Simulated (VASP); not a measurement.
Given:

```
MoSSe
1.0
    3.19267     0.00000     0.00000
   -1.59634     2.76494     0.00000
    0.00000     0.00000    12.46630
Mo Se S
2 2 2
Direct
  0.00000   0.00000   0.26239
  0.00000   0.00000   0.73761
  0.66667   0.33333   0.87332
  0.33333   0.66667   0.12668
  0.33333   0.66667   0.38398
  0.66667   0.33333   0.61602
```

Computed with LDA (Ceperley-Alder, Perdew-Zunger), VASP's LDA PAW potentials (set 64) (plane waves; VASP 6.6.1). Run with 400 eV cut-off, Gaussian smearing of 0.050 eV, potentials Mo_sv Se S.

Task: Give the energies of bands 17 to 30 at the high-symmetry points, in eV from the valence-band maximum.

Result: 
```
band      Γ      M      K      A      L      H
----  -----  -----  -----  -----  -----  -----
17    -3.36  -4.91  -5.16  -3.34  -4.94  -5.08
18    -3.34  -4.79  -5.16  -3.34  -4.75  -5.08
19    -3.34  -3.94  -4.25  -3.21  -3.92  -4.37
20    -2.03  -3.84  -4.25  -2.58  -3.87  -4.37
21    -2.03  -3.48  -4.14  -2.03  -2.96  -3.89
22    -2.02  -2.12  -3.55  -2.03  -2.82  -3.77
23    -2.02  -1.75  -3.08  -2.02  -1.52  -3.02
24    -1.45  -1.64  -3.08  -2.02  -1.51  -3.02
25    -1.41  -1.39  -0.85  -0.78  -1.50  -0.83
26     0.00  -1.26  -0.85  -0.05  -1.27  -0.83
27     2.02   1.39   0.84   2.04   1.41   0.85
28     2.02   1.45   0.89   2.04   1.42   0.88
29     2.23   1.76   2.00   2.18   1.65   1.75
30     2.23   1.85   2.00   2.18   1.88   1.75
```

The gap is indirect, 0.53 eV, from the valence maximum at Γ to the conduction minimum at K-Γ at 0.44.

The structure comes from a computed database's MoSeS entry (P-3m1); how it stands against other phases isn't given here. It was relaxed first, which changed the volume by -12 %.
